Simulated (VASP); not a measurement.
Given:

```
CELL_PARAMETERS angstrom
      3.92080     0.00000     0.00000
      0.00000     3.92080     0.00000
      0.00000     0.00000     3.92080
ATOMIC_POSITIONS crystal
  Cs 0.00000 0.00000 0.00000
  Br 0.50000 0.50000 0.50000
```

All values below come from PBE GGA, VASP's PBE PAW potentials (set 64) (plane waves; VASP). Run with 500 eV cut-off, 7×7×7 Γ-centred mesh, Gaussian smearing of 0.050 eV, potentials Cs_sv Br.

Energy and stress use the plane-wave basis of the starting cell.

The ions, cell shape and volume at an external pressure of 20.0 GPa are relaxed. What does this cell relax into?

```
CELL_PARAMETERS angstrom
      3.74406     0.00000     0.00000
      0.00000     3.74406     0.00000
      0.00000     0.00000     3.74406
ATOMIC_POSITIONS crystal
  Cs 0.00000 0.00000 0.00000
  Br 0.50000 0.50000 0.50000
```
Space group Pm-3m (221), at a tolerance of 0.03 Å.

How do energy and volume change from the first to the last step?

The energy (σ→0) changes by +350.8 meV/atom and the volume by -12.9 %, in 4 ionic steps.

```tsv
step	E(σ→0) (eV)	max force (eV/Å)	pressure (GPa)	volume (Å³)
1	-5.4796	0.000	10.00	60.27
2	-3.5315	0.000	37.61	45.31
3	-4.8001	0.000	19.64	52.66
4	-4.7779	0.000	19.96	52.48
```

The compound is CsBr in the CsCl type structure. This run relaxes it under an external pressure of 20 GPa. Symmetry was kept, so distortions that lower it aren't found.
